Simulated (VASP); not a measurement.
Input:

```xyz
4
Lattice="3.6252 0.0000 0.0000 0.0000 3.6252 0.0000 0.0000 0.0000 3.6252" Properties=species:S:1:pos:R:3 pbc="T T T"
Si     0.0000     0.0000     0.0000
Ni     0.0000     1.8126     1.8126
Ni     1.8126     0.0000     1.8126
Ni     1.8126     1.8126     0.0000
```

The numbers are results of vdW-DF2, VASP's PBE PAW potentials (set 64) (plane waves; VASP), not measurements. Numerical set-up: 520 eV cut-off, 9×9×9 Γ-centred mesh, first-order Methfessel-Paxton smearing of 0.10 eV, potentials Si Ni.

**Question.** What does the run give for the energy per atom (σ→0), pressure, band gap (on the k-mesh) with the smallest direct gap where there is one?

**Answer.** 
- band gap (on the k-mesh) = none (metal, semimetal or under 0.01 eV)
- energy per atom (σ→0) = -2.757 eV/atom
- pressure = -4.79 GPa

The absolute energy has meaning only against runs of the same code, potentials and settings.

The compound is Ni3Si in the L1_2 structure. This cell is one point of a volume scan, at 1.03 of the reference volume. The run is not spin-polarised, so no magnetic state was tried.
